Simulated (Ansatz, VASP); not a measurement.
# Two plane-wave programs on NbTe4Mo

```xyz
6
Lattice="2.7246 0.0000 0.0000 -1.3623 2.3596 0.0000 0.0000 0.0000 26.8221" Properties=species:S:1:pos:R:3 pbc="T T T"
Nb    0.0000    0.0000    0.0000
Te    0.0000    1.5731   12.0412
Te    0.0000    1.5731   25.4522
Te    0.0000    1.5731    1.3699
Te    0.0000    1.5731   14.7809
Mo    0.0000    0.0000   13.4110
```

Alike in both runs: task single point; functional PBE; k mesh 6 × 6 × 1; occupations gaussian, width 0.1 eV; no spin polarisation.

```csv
,VASP,Ansatz
version,VASP 6.6.1,Ansatz 0.2.0
potentials or method,"VASP PAW PBE potentials, release 64 (Nb_sv, Te, Mo_sv)","scalar-relativistic, plane waves, PAW"
plane-wave cutoff (eV),520,420
valence electrons in the cell,51,91
```

```tsv
	VASP	Ansatz	Ansatz less VASP
gap on the k mesh at the Fermi level (eV)	none	none	-
rms of the force components (eV/Å)	16.663	16.621	-0.0421
```

Atom by atom the forces differ by 0.081 eV/Å (rms over components). A gap of «none» marks a metal or a gap that the smearing closes. The functional is the same, so the differences come from potentials, cutoffs and numerics. The two sets of potentials don't hold the same shells in valence.

Caveats: the k mesh is coarse (spacing up to 0.44 Å⁻¹), so the values aren't converged; the cell as given lies far from equilibrium. The runs have no spin-orbit coupling, so splittings on Te are missing.
